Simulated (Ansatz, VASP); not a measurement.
## WC in two plane-wave programs

Aim: how closely do two programs agree when they are given the same cell, functional and k mesh?

Program: Ansatz 0.2.0. Level of theory: plane waves, with VASP 6.6.1 beside it; single point at LDA. Results are calculated unless marked as measured.

### 1. Set-up

The structure is cubic, space group Fm-3m (No. 225). The conventional cell has a = 4.385 Å, b = 4.385 Å, c = 4.385 Å, α = 90.00°, β = 90.00°, γ = 90.00°. Nearest to W lie 6 C at 2.19 Å. Nearest to C lie 6 W at 2.19 Å. Farther neighbours are not listed.

### 2. VASP: single point, LDA

A single point gives forces, pressure and levels at one fixed geometry, so differences don't come from the geometry; what else differs is listed under the comparison.

Lines of VASP's logs that name or quote its potential files are left out, and so is its time.

Input file run.py:

```python
import numpy as np
from ase.calculators.vasp import Vasp
from ase.io import read
from ase.dft.bandgap import bandgap

atoms = read('WC.cif')

calc = Vasp(
    xc='lda',
    pp='LDA',
    prec='Accurate',
    encut=520,
    ediff=1e-06,
    nelm=100,
    ismear=-1,
    sigma=0.05,
    lreal=False,
    algo='Normal',
    nbands=28,
    lasph=True,
    lorbit=11,
    lwave=False,
    lcharg=False,
    kpar=2,
    isif=2,
    pp_version='64',
    setups={'W': '', 'C': ''},
    kpts=(5, 5, 5),
    gamma=True,
    txt='vasp.out',
)
atoms.calc = calc

print("energy (eV):", round(atoms.get_potential_energy(), 6))
print("Fermi level (eV):", round(calc.get_fermi_level(), 4))
print("forces (eV/A):")
print(np.round(atoms.get_forces(), 4))
print("stress (GPa, Voigt, tension positive):", np.round(atoms.get_stress() * 160.21766, 3))
gap, p1, p2 = bandgap(calc, direct=False)
print("gap on the mesh (eV):", round(gap, 4))
```

Input file WC.cif:

```cif
data_WC
_cell_length_a 4.38536800
_cell_length_b 4.38536800
_cell_length_c 4.38536800
_cell_angle_alpha 90.00000000
_cell_angle_beta 90.00000000
_cell_angle_gamma 90.00000000
_space_group_name_H-M_alt 'Fm-3m'
_space_group_name_Hall '-F 4 2 3'
_space_group_IT_number 225
loop_
_space_group_symop_operation_xyz
'x,y,z'
'-x,-y,-z'
'-y,x,z'
'y,-x,-z'
'-x,-y,z'
'x,y,-z'
'y,-x,z'
'-y,x,-z'
'x,-y,-z'
'-x,y,z'
'-y,-x,-z'
'y,x,z'
'-x,y,-z'
'x,-y,z'
'y,x,-z'
'-y,-x,z'
'z,x,y'
'-z,-x,-y'
'z,-y,x'
'-z,y,-x'
'z,-x,-y'
'-z,x,y'
'z,y,-x'
'-z,-y,x'
'-z,x,-y'
'z,-x,y'
'-z,-y,-x'
'z,y,x'
'-z,-x,y'
'z,x,-y'
'-z,y,x'
'z,-y,-x'
'y,z,x'
'-y,-z,-x'
'x,z,-y'
'-x,-z,y'
'-y,z,-x'
'y,-z,x'
'-x,z,y'
'x,-z,-y'
'-y,-z,x'
'y,z,-x'
'-x,-z,-y'
'x,z,y'
'y,-z,-x'
'-y,z,x'
'x,-z,y'
'-x,z,-y'
'x,y+1/2,z+1/2'
'-x,-y+1/2,-z+1/2'
'-y,x+1/2,z+1/2'
'y,-x+1/2,-z+1/2'
'-x,-y+1/2,z+1/2'
'x,y+1/2,-z+1/2'
'y,-x+1/2,z+1/2'
'-y,x+1/2,-z+1/2'
'x,-y+1/2,-z+1/2'
'-x,y+1/2,z+1/2'
'-y,-x+1/2,-z+1/2'
'y,x+1/2,z+1/2'
'-x,y+1/2,-z+1/2'
'x,-y+1/2,z+1/2'
'y,x+1/2,-z+1/2'
'-y,-x+1/2,z+1/2'
'z,x+1/2,y+1/2'
'-z,-x+1/2,-y+1/2'
'z,-y+1/2,x+1/2'
'-z,y+1/2,-x+1/2'
'z,-x+1/2,-y+1/2'
'-z,x+1/2,y+1/2'
'z,y+1/2,-x+1/2'
'-z,-y+1/2,x+1/2'
'-z,x+1/2,-y+1/2'
'z,-x+1/2,y+1/2'
'-z,-y+1/2,-x+1/2'
'z,y+1/2,x+1/2'
'-z,-x+1/2,y+1/2'
'z,x+1/2,-y+1/2'
'-z,y+1/2,x+1/2'
'z,-y+1/2,-x+1/2'
'y,z+1/2,x+1/2'
'-y,-z+1/2,-x+1/2'
'x,z+1/2,-y+1/2'
'-x,-z+1/2,y+1/2'
'-y,z+1/2,-x+1/2'
'y,-z+1/2,x+1/2'
'-x,z+1/2,y+1/2'
'x,-z+1/2,-y+1/2'
'-y,-z+1/2,x+1/2'
'y,z+1/2,-x+1/2'
'-x,-z+1/2,-y+1/2'
'x,z+1/2,y+1/2'
'y,-z+1/2,-x+1/2'
'-y,z+1/2,x+1/2'
'x,-z+1/2,y+1/2'
'-x,z+1/2,-y+1/2'
'x+1/2,y,z+1/2'
'-x+1/2,-y,-z+1/2'
'-y+1/2,x,z+1/2'
'y+1/2,-x,-z+1/2'
'-x+1/2,-y,z+1/2'
'x+1/2,y,-z+1/2'
'y+1/2,-x,z+1/2'
'-y+1/2,x,-z+1/2'
'x+1/2,-y,-z+1/2'
'-x+1/2,y,z+1/2'
'-y+1/2,-x,-z+1/2'
'y+1/2,x,z+1/2'
'-x+1/2,y,-z+1/2'
'x+1/2,-y,z+1/2'
'y+1/2,x,-z+1/2'
'-y+1/2,-x,z+1/2'
'z+1/2,x,y+1/2'
'-z+1/2,-x,-y+1/2'
'z+1/2,-y,x+1/2'
'-z+1/2,y,-x+1/2'
'z+1/2,-x,-y+1/2'
'-z+1/2,x,y+1/2'
'z+1/2,y,-x+1/2'
'-z+1/2,-y,x+1/2'
'-z+1/2,x,-y+1/2'
'z+1/2,-x,y+1/2'
'-z+1/2,-y,-x+1/2'
'z+1/2,y,x+1/2'
'-z+1/2,-x,y+1/2'
'z+1/2,x,-y+1/2'
'-z+1/2,y,x+1/2'
'z+1/2,-y,-x+1/2'
'y+1/2,z,x+1/2'
'-y+1/2,-z,-x+1/2'
'x+1/2,z,-y+1/2'
'-x+1/2,-z,y+1/2'
'-y+1/2,z,-x+1/2'
'y+1/2,-z,x+1/2'
'-x+1/2,z,y+1/2'
'x+1/2,-z,-y+1/2'
'-y+1/2,-z,x+1/2'
'y+1/2,z,-x+1/2'
'-x+1/2,-z,-y+1/2'
'x+1/2,z,y+1/2'
'y+1/2,-z,-x+1/2'
'-y+1/2,z,x+1/2'
'x+1/2,-z,y+1/2'
'-x+1/2,z,-y+1/2'
'x+1/2,y+1/2,z'
'-x+1/2,-y+1/2,-z'
'-y+1/2,x+1/2,z'
'y+1/2,-x+1/2,-z'
'-x+1/2,-y+1/2,z'
'x+1/2,y+1/2,-z'
'y+1/2,-x+1/2,z'
'-y+1/2,x+1/2,-z'
'x+1/2,-y+1/2,-z'
'-x+1/2,y+1/2,z'
'-y+1/2,-x+1/2,-z'
'y+1/2,x+1/2,z'
'-x+1/2,y+1/2,-z'
'x+1/2,-y+1/2,z'
'y+1/2,x+1/2,-z'
'-y+1/2,-x+1/2,z'
'z+1/2,x+1/2,y'
'-z+1/2,-x+1/2,-y'
'z+1/2,-y+1/2,x'
'-z+1/2,y+1/2,-x'
'z+1/2,-x+1/2,-y'
'-z+1/2,x+1/2,y'
'z+1/2,y+1/2,-x'
'-z+1/2,-y+1/2,x'
'-z+1/2,x+1/2,-y'
'z+1/2,-x+1/2,y'
'-z+1/2,-y+1/2,-x'
'z+1/2,y+1/2,x'
'-z+1/2,-x+1/2,y'
'z+1/2,x+1/2,-y'
'-z+1/2,y+1/2,x'
'z+1/2,-y+1/2,-x'
'y+1/2,z+1/2,x'
'-y+1/2,-z+1/2,-x'
'x+1/2,z+1/2,-y'
'-x+1/2,-z+1/2,y'
'-y+1/2,z+1/2,-x'
'y+1/2,-z+1/2,x'
'-x+1/2,z+1/2,y'
'x+1/2,-z+1/2,-y'
'-y+1/2,-z+1/2,x'
'y+1/2,z+1/2,-x'
'-x+1/2,-z+1/2,-y'
'x+1/2,z+1/2,y'
'y+1/2,-z+1/2,-x'
'-y+1/2,z+1/2,x'
'x+1/2,-z+1/2,y'
'-x+1/2,z+1/2,-y'
loop_
_atom_site_label
_atom_site_type_symbol
_atom_site_symmetry_multiplicity
_atom_site_Wyckoff_symbol
_atom_site_fract_x
_atom_site_fract_y
_atom_site_fract_z
_atom_site_occupancy
W1 W 4 a 0.0000000000 0.0000000000 0.0000000000 1
C1 C 4 b 0.5000000000 0.0000000000 0.0000000000 1
```

The projector-augmented-wave data sets are W and C (LDA family, release 64).

The run is started by

```
export ASE_VASP_COMMAND="mpirun -np 2 vasp_std"
python run.py
```

Numbers of over 12 decimals in the logs are rounded to 6 here.

What it wrote:

```text
energy (eV): -95.387255
Fermi level (eV): 9.4941
forces (eV/A):
[[-0. -0.  0.]
 [-0.  0. -0.]
 [-0. -0. -0.]
 [ 0. -0. -0.]
 [-0. -0.  0.]
 [ 0.  0. -0.]
 [-0.  0.  0.]
 [ 0. -0. -0.]]
stress (GPa, Voigt, tension positive): [15.356 15.356 15.356  0.    -0.    -0.   ]
gap on the mesh (eV): 0.0
```

ASE turned this into the INCAR:

```
ENCUT = 520.000000
SIGMA = 0.050000
EDIFF = 1.00e-06
ALGO = Normal
PREC = Accurate
ISIF = 2
ISMEAR = -1
KPAR = 2
LORBIT = 11
NBANDS = 28
NELM = 100
LASPH = .TRUE.
LCHARG = .FALSE.
LWAVE = .FALSE.
LREAL = .FALSE.
```

The KPOINTS that ASE wrote:

```
KPOINTS created by Atomic Simulation Environment
0
Gamma
5 5 5
0 0 0
```

OUTCAR, selected parts (step 2):

```text
ion  position               nearest neighbor table
   1  0.000  0.000  0.000-   5 2.19   6 2.19   7 2.19   7 2.19   6 2.19   5 2.19   2 3.10   3 3.10
                             2 3.10   2 3.10   4 3.10   3 3.10   2 3.10   3 3.10   4 3.10   4 3.10
   2  0.000  0.500  0.500-   6 2.19   7 2.19   8 2.19   6 2.19   7 2.19   8 2.19   1 3.10   4 3.10
                             1 3.10   1 3.10   3 3.10   3 3.10   1 3.10   3 3.10   4 3.10   4 3.10
   3  0.500  0.000  0.500-   5 2.19   7 2.19   8 2.19   5 2.19   8 2.19   7 2.19   1 3.10   4 3.10
                             1 3.10   2 3.10   4 3.10   2 3.10   4 3.10   1 3.10   2 3.10   4 3.10
   4  0.500  0.500  0.000-   5 2.19   6 2.19   8 2.19   8 2.19   5 2.19   6 2.19   2 3.10   3 3.10
                             1 3.10   1 3.10   3 3.10   2 3.10   3 3.10   1 3.10   2 3.10   3 3.10
   5  0.500  0.000  0.000-   1 2.19   3 2.19   4 2.19   3 2.19   4 2.19   1 2.19
   6  0.000  0.500  0.000-   1 2.19   2 2.19   4 2.19   2 2.19   1 2.19   4 2.19
   7  0.000  0.000  0.500-   1 2.19   2 2.19   3 2.19   1 2.19   2 2.19   3 2.19
   8  0.500  0.500  0.500-   2 2.19   3 2.19   4 2.19   4 2.19   3 2.19   2 2.19

  LATTYP: Found a simple cubic cell.
 ALAT       =     4.3853680000

 Subroutine GETGRP returns: Found 48 space group operations
 (whereof 48 operations were pure point group operations)

The static configuration has the point symmetry O_h .

 Found     10 irreducible k-points:

   k-points           NKPTS =     10   k-points in BZ     NKDIM =     10   number of bands    NBANDS=     28

   dimension x,y,z NGX =    36 NGY =   36 NGZ =   36
   dimension x,y,z NGXF=    72 NGYF=   72 NGZF=   72

   ENCUT  =  520.0 eV  38.22 Ry    6.18 a.u.   8.15  8.15  8.15*2*pi/ulx,y,z

   NELECT =      40.0000    total number of electrons

 k-points in reciprocal lattice and weights: KPOINTS created by Atomic Simulation Env
   0.00000000  0.00000000  0.00000000       0.008
   0.20000000  0.00000000  0.00000000       0.048
   0.40000000  0.00000000  0.00000000       0.048
   0.20000000  0.20000000  0.00000000       0.096
   0.40000000  0.20000000  0.00000000       0.192
   0.40000000  0.40000000  0.00000000       0.096
   0.20000000  0.20000000  0.20000000       0.064
   0.40000000  0.20000000  0.20000000       0.192
   0.40000000  0.40000000  0.20000000       0.192
   0.40000000  0.40000000  0.40000000       0.064

 average (electrostatic) potential at core
       1 -37.7484       2 -37.7484       3 -37.7484       4 -37.7484       5 -50.2772
       6 -50.2772       7 -50.2772       8 -50.2772

 E-fermi :   9.4941

 k-point     1 :       0.0000    0.0000    0.0000
  band No.  band energies     occupation
    ...
     20       8.6145      2.00000
     21       8.6145      2.00000
     22       8.6925      2.00000
     23       8.6925      2.00000
     24       8.6925      2.00000
     25      10.4123      0.00000
     26      10.4123      0.00000
     27      10.4123      0.00000
     28      11.8291      0.00000

 k-point     2 :       0.2000    0.0000    0.0000
  band No.  band energies     occupation
    ...
     19       7.8860      2.00000
     20       7.8860      2.00000
     21       8.7627      2.00000
     22       9.5122      0.82101
     23       9.5122      0.82101
     24      10.2115      0.00000
     25      11.6120      0.00000
     26      11.6550      0.00000
     27      11.6707      0.00000
     28      11.7844      0.00000

 k-point     3 :       0.4000    0.0000    0.0000
  band No.  band energies     occupation
    ...
     17       6.4408      2.00000
     18       6.4408      2.00000
     19       9.1705      1.99691
     20       9.3480      1.89776
     21       9.3480      1.89776
     22       9.7204      0.02140
     23      10.8304      0.00000
     24      10.8304      0.00000
     25      10.9503      0.00000
     26      10.9503      0.00000
    ...

  Total       -8.0832625     -8.0832625     -8.0832625      0.0000000      0.0000000      0.0000000
  in kB     -153.5603646   -153.5603646   -153.5603646      0.0000000      0.0000000      0.0000000
  external PRESSURE =    -153.5603646 kB  Pullay stress =       0.0000000 kB

  energy-cutoff  :      520.00
  volume of cell :       84.34
      direct lattice vectors                 reciprocal lattice vectors
     4.385368000  0.000000000  0.000000000     0.228031034  0.000000000  0.000000000
     0.000000000  4.385368000  0.000000000     0.000000000  0.228031034  0.000000000
     0.000000000  0.000000000  4.385368000     0.000000000  0.000000000  0.228031034

 POSITION                                       TOTAL-FORCE (eV/Angst)
 -----------------------------------------------------------------------------------
      0.00000      0.00000      0.00000        -0.000000     -0.000000      0.000000
      0.00000      2.19268      2.19268        -0.000000      0.000000     -0.000000
      2.19268      0.00000      2.19268        -0.000000     -0.000000     -0.000000
      2.19268      2.19268      0.00000         0.000000     -0.000000     -0.000000
      2.19268      0.00000      0.00000        -0.000000     -0.000000      0.000000
      0.00000      2.19268      0.00000         0.000000      0.000000     -0.000000
      0.00000      0.00000      2.19268        -0.000000      0.000000      0.000000
      2.19268      2.19268      2.19268         0.000000     -0.000000     -0.000000
 -----------------------------------------------------------------------------------
    total drift:                                0.000000      0.000000     -0.000000

  FREE ENERGIE OF THE ION-ELECTRON SYSTEM (eV)
  ---------------------------------------------------
  free  energy   TOTEN  =       -95.4061975895 eV

  energy  without entropy=      -95.3683123268  energy(sigma->0) =      -95.38725496

 total charge
# of ion       s       p       d       tot
------------------------------------------
    1        0.557   0.769   4.304   5.629
    2        0.557   0.769   4.304   5.629
    3        0.557   0.769   4.304   5.629
    4        0.557   0.769   4.304   5.629
    5        0.848   1.577   0.000   2.425
    6        0.848   1.577   0.000   2.425
    7        0.848   1.577   0.000   2.425
    8        0.848   1.577   0.000   2.425
--------------------------------------------------
tot          5.621   9.382  17.214  32.217

[... 3 further parts left out ...]
```

The k-mesh is coarse for a metal. At this level the cell is under a tension of 15.4 GPa, so at these settings it is away from equilibrium. The data set W keeps the semicore shell frozen, which is cheaper and a little less accurate.

### 3. Ansatz: single point, LDA

Ansatz runs on its default PAW (the set named soft_2) files.

The same cell, functional (in two slightly different forms), mesh and smearing now go to Ansatz, which takes its cutoff from its data sets.

Input file input.yaml:

```yaml
crystal:
  lattice:
    - [4.385368, 0.0, 0.0]
    - [0.0, 4.385368, 0.0]
    - [0.0, 0.0, 4.385368]
  atoms:
    - { symbol: W, position: [0.0, 0.0, 0.0] }
    - { symbol: W, position: [0.0, 0.5, 0.5] }
    - { symbol: W, position: [0.5, 0.0, 0.5] }
    - { symbol: W, position: [0.5, 0.5, 0.0] }
    - { symbol: C, position: [0.5, 0.0, 0.0] }
    - { symbol: C, position: [0.0, 0.5, 0.0] }
    - { symbol: C, position: [0.0, 0.0, 0.5] }
    - { symbol: C, position: [0.5, 0.5, 0.5] }
hamiltonian:
  xc: lda
  pseudopotentials: { kind: paw }
kpoints:
  mp_grid: { grid: [5, 5, 5] }
scf:
  occupations: { method: fermi_dirac, width: 0.05 }
  n_extra_bands: 6
output:
  forces: true
  stress: true
  eigenvalues: true
```

The run is started by

```
ansatz run input.yaml --threads 4 --pin off --max-ram 9216MiB --backend cpu --events-out ev --progress --plain --runs-dir out
```

What it wrote:

```text
scf.n_extra_bands = 6 over 36 filled bands (N_el = 72.0): the run solves 42 bands
Engine: ansatz 0.2.0, aarch64-unknown-linux-gnu
Pseudopotentials: kind: paw
Pseudopotential: W, paw, valence charge 14, recommended cutoff 420 eV (normal), W.paw.azcp
Pseudopotential: C, paw, valence charge 4, recommended cutoff 420 eV (normal), C.paw.azcp
Functional definition: SPW92
  exchange = slater_x
  correlation = pw_c
Crystal: 8 atoms, lattice volume = 84.337 Å³
Basis set: ecut = 420 eV, 1647 PW (Γ)
Bands: 42, of which v1, the nominal top of the filled ones, is band 36 counted from 1 (35 counted from 0)
Symmetry: 192 space group operations
Space group: Fm-3m (ITA 225), of the structure as read, at distance tolerance 4.4e-5 Å
k-points: 10 of 125
Non-local potential: W, projectors of the file, l = 0: 3, l = 1: 2, l = 2: 2, l = 3: 1
Non-local potential: C, projectors of the file, l = 0: 2, l = 1: 2, l = 2: 1
PAW form: soft (Blöchl's): semilocal exchange-correlation on the pseudo side does not see the compensation charge
PAW frozen core: W, regenerated for the run's functional, and the local potential with it (the file was generated under x = pbe(κ = 0.804, μ = 0.219515), c = pbe(β = 0.066725))
PAW frozen core: C, regenerated for the run's functional, and the local potential with it (the file was generated under x = pbe(κ = 0.804, μ = 0.219515), c = pbe(β = 0.066725))
PAW one-centre angular grid: W, 590 points (default); XC on 64 Gauss nodes
PAW one-centre angular grid: C, 110 points (default); XC on 64 Gauss nodes
Initial density: superposition of atomic densities (neutral atoms: chi_scale 0, normalization atom), corrected by the library's trained network
Initial wavefunctions: pseudopotential atomic-orbital guess
Functional: x = slater, c = lda
SCF iter   1: F=—  HF=-41489.561141 eV  |F-HF|=—  |Δ(HF+E_count)|=         —  Δρ=5.41e-3  dr2=1.05e-2  ethr=1.77e-3  ⟨swp⟩=5.8  Hψ=1645  notcnv=0
preconditioner: auto → Kerker (q_TF=auto, 2.657 Å⁻¹)  [metal: Δε(μ)=0.071 eV  Ē_g=7.506 eV  σ=0.050 eV  W_gap=0.33  n_scr=26 (ndim 8)  ℏωp=25.6 eV  f_vac=0.000  D(μ)=4.86/eV (n_scr^D=56)]
SCF iter   2: F=—  HF=-41489.560349 eV  |F-HF|=—  |Δ(HF+E_count)|=   7.92e-4  Δρ=3.13e-3  dr2=3.23e-3  ethr=1.46e-5  ⟨swp⟩=1.6  Hψ=575  notcnv=0
SCF iter   3: F=—  HF=-41489.560376 eV  |F-HF|=—  |Δ(HF+E_count)|=   2.67e-5  Δρ=2.55e-4  dr2=4.35e-5  ethr=4.49e-6  ⟨swp⟩=1.4  Hψ=438  notcnv=0
SCF iter   4: F=—  HF=-41489.560361 eV  |F-HF|=—  |Δ(HF+E_count)|=   1.47e-5  Δρ=8.62e-5  dr2=3.60e-6  ethr=6.05e-8  ⟨swp⟩=2.1  Hψ=589  notcnv=0
iter 5 did not close the SCF: its close was put off for the readings that it lacked (scf_convergence_deferred on its scf_iter line)
SCF iter   5: F=-41489.560361 eV  HF=-41489.560362 eV  |F-HF|=5.32e-8  |Δ(HF+E_count)|=   5.39e-7  Δρ=1.09e-5  dr2=9.31e-8  ethr=5.00e-9  ⟨swp⟩=2.0  Hψ=620  notcnv=0
SCF iter   6: F=-41489.560362 eV  HF=-41489.560362 eV  |F-HF|=2.90e-9  |Δ(HF+E_count)|=   6.18e-9  Δρ=2.64e-6  dr2=4.56e-9  ethr=1.29e-10  ⟨swp⟩=2.6  Hψ=1465  notcnv=0
SCF 1 converged in 6 iterations: F = -41489.560362 eV  dr2 = 4.56e-9
  greatest PAW one-centre occupation: 1.000 electrons in one spin orbital (limit 2), on the W atom at site 3 (counted from 0), in its partial waves of l = 0
SCF converged after 6 iterations
Free energy (F): -41489.560362 eV
Harris-Foulkes:  -41489.560362 eV  (|F-HF|=2.90e-9)
Internal energy: -41489.525027 eV  (E = F + TS)
E sigma→0 (E₀):  -41489.542694 eV
Entropy (-TS):   -0.035335 eV (-4.417 meV/atom)
Fermi energy:    21.270372 eV
--- Per-component energies (eV) ---
  E_band       = -269.290180
  E_kinetic    = 2166.343317
  E_local      = -2671.651878  (includes V_loc(G=0)·N_el)
  E_nonlocal   = 131.904356
  E_hartree    = 925.324959
  E_xc         = -1254.571396
  E_vxc        = -1197.617228  (∫ρ·V_xc dr)
  E_paw        = -33603.547320  (= ΣΔE_a)
  E_vpaw       = -548.917887  (= ΣTr[D̂ρ^β])
  E_aug_tail   = -0.000271  (compensation charges beyond the density's cutoff)
  E_ewald      = -7184.710736
  E_core_change = 1.383942  (= ΣΔE_core)
  E_smearing   = -0.035335  (= −TS)
  E_closure    = -0.000000  (closes the sum)
  Σ components = -41489.560362   (vs F -41489.560362, Δ=0.00e0)
--- Forces (eV/Å), atoms counted from 1 ---
  atom   1  W      0.00000000    -0.00000000     0.00000000
  atom   2  W     -0.00000000    -0.00000000     0.00000000
  atom   3  W      0.00000000    -0.00000000     0.00000000
  atom   4  W      0.00000000    -0.00000000    -0.00000000
  atom   5  C      0.00000000     0.00000000     0.00000000
  atom   6  C      0.00000000     0.00000000     0.00000000
  atom   7  C      0.00000000     0.00000000    -0.00000000
  atom   8  C      0.00000000     0.00000000     0.00000000
  max |Σ_I F_I| component: 3.68e-29 eV/Å
--- Stress (GPa, compression-positive) ---
      -16.084112       0.000000      -0.000000
       -0.000000     -16.084112       0.000000
       -0.000000       0.000000     -16.084112
  P = ⅓ Tr σ = -16.0841 GPa (-160.841 kbar)
--- Band table (eV; the first three rows and the last of 10) ---
  k-point 0: bands = [... 32 lower, 18.9874, 18.9874, 18.9874, 20.4094, 20.4094, 20.4094, 20.4215, 20.4215, ... 2 higher]
  k-point 1: bands = [... 32 lower, 18.6906, 18.6906, 19.6380, 19.6380, 20.5699, 21.2448, 21.2448, 22.0243, ... 2 higher]
  k-point 2: bands = [... 32 lower, 18.2053, 18.2053, 20.9783, 21.1046, 21.1046, 21.5301, 22.6055, 22.6055, ... 2 higher]
  k-point 9: bands = [... 32 lower, 21.7753, 21.7753, 21.7753, 21.9264, 21.9264, 22.5011, 22.5011, 22.5011, ... 2 higher]
```

Run time: 1.1 s. Hardware: 4 threads of Arm Neoverse N1, shared host; peak memory 0.37 GiB.

The run ends at a pressure of -16.08 GPa.

### 4. Side by side

Known differences besides the potentials themselves: the two LDA forms differ slightly; the data sets hold 72 valence electrons in Ansatz (default PAW (the set named soft_2) files) and 40 in VASP; the cutoff is 420 eV in Ansatz and 520 eV in VASP. Total energies have different zeros and are not compared.

Compared:

| quantity | Ansatz | VASP | difference |
| --- | --- | --- | --- |
| pressure (GPa) | -16.08 | -15.36 | -0.73 |
| pressure without Ansatz's Pulay correction (GPa) | -16.46 | -15.36 | -1.10 |

Ansatz's pressure holds a Pulay correction of 0.37 GPa; VASP's holds none.

### 5. Results

- difference in pressure (single point, LDA): -0.73 GPa

The difference in pressure is -0.73 GPa (single point, LDA), within the 1 GPa picked in this series as the mark of a large difference. Such differences can come from data sets, numerical settings and the points named under the comparisons, not from the functional's error against experiment.

[Lines on the potential files, build, host, timing and source positions are cut from VASP's logs without a mark.]

[Logs are printed without paths, hosts, clocks, repeated set-up lines and the standing remarks that a program may print on its own settings, such as how far it seeks lower states.]

[Hosts, paths, dates, database ids (printed as entryN), source tags and the programs' standing remarks are cut or masked in the printed files.]
